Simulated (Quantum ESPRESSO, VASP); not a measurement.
Given: the input of a run of VASP 6.6.1 on TeP. The cell comes from a database or a generator and needn't be the stable form of this composition.

The input INCAR:

```
  PREC = Accurate
  ENCUT = 520
  EDIFF = 1E-7
  ISMEAR = -1
  SIGMA = 0.05
  LREAL = False
  LASPH = True
  NELM = 80
  ALGO = Normal
  ISIF = 2
  LWAVE = False
  LCHARG = False
  GGA = PE
  NBANDS = 12
```

Contents of KPOINTS:

```
regular mesh
0
Gamma
  8 8 8
```

File POSCAR:

```
TeP
1.0
   -2.2492180000      2.2492180000      3.0008357100
    2.2492180000     -2.2492180000      3.0008357100
    2.2492180000      2.2492180000     -3.0008357100
Te P
1 1
Direct
    0.0000000000      0.0000000000      0.0000000000
    0.2500000000      0.7500000000      0.5000000000
```

Potentials or basis: VASP PAW PBE potentials, release 64 (Te, P).

Command:

```bash
$ cat potpaw_PBE.64/Te/POTCAR potpaw_PBE.64/P/POTCAR > POTCAR
$ mpirun -np 1 vasp_std > vasp.out
```

Task: What does the same run look like in Quantum ESPRESSO 7.5? Potentials or basis there: SSSP 1.3 efficiency PBE, cutoff 748 eV.

Result: As run (cutoffs and basis follow the program's own potentials, and thresholds, step limits or extra output files can differ):

File pw.in:

```
&CONTROL
  calculation = 'scf'
  prefix = 'pwscf'
  outdir = './tmp'
  pseudo_dir = './pseudo'
  tprnfor = .true.
  tstress = .true.
  disk_io = 'low'
/
&SYSTEM
  ibrav = 0
  nat = 2
  ntyp = 2
  ecutwfc = 55
  ecutrho = 440
  nbnd = 11
  occupations = 'smearing'
  smearing = 'fd'
  degauss = 0.00367493
/
&ELECTRONS
  conv_thr = 4d-10
  electron_maxstep = 120
  mixing_beta = 0.5
/
ATOMIC_SPECIES
Te   127.6000 Te_pbe_v1.uspp.F.UPF
P     30.9738 P.pbe-n-rrkjus_psl.1.0.0.UPF
CELL_PARAMETERS angstrom
  -2.2492180000    2.2492180000    3.0008357100
   2.2492180000   -2.2492180000    3.0008357100
   2.2492180000    2.2492180000   -3.0008357100
ATOMIC_POSITIONS crystal
Te     0.0000000000    0.0000000000    0.0000000000
P      0.2500000000    0.7500000000    0.5000000000
K_POINTS automatic
8 8 8 0 0 0
```

Contents of pp_density.in:

```
&INPUTPP
  prefix = 'pwscf'
  outdir = './tmp'
  filplot = 'density.dat'
  plot_num = 0
/
&PLOT
  nfile = 1
  filepp(1) = 'density.dat'
  iflag = 3
  output_format = 6
  fileout = 'density.cube'
/
```

File pp_potential.in:

```
&INPUTPP
  prefix = 'pwscf'
  outdir = './tmp'
  filplot = 'potential.dat'
  plot_num = 11
/
&PLOT
  nfile = 1
  filepp(1) = 'potential.dat'
  iflag = 3
  output_format = 6
  fileout = 'potential.cube'
/
```

Potentials or basis: SSSP 1.3 efficiency PBE.

Launch:

```bash
$ OMP_NUM_THREADS=1 pw.x -in pw.in > pw.out
$ OMP_NUM_THREADS=1 pp.x -in pp_density.in > pp_density.out
$ OMP_NUM_THREADS=1 pp.x -in pp_potential.in > pp_potential.out
```

Both were run:

|  | VASP | Quantum ESPRESSO |
| --- | --- | --- |
| Pressure | 3.2 GPa | 3.3 GPa |

Pressure is positive in compression.
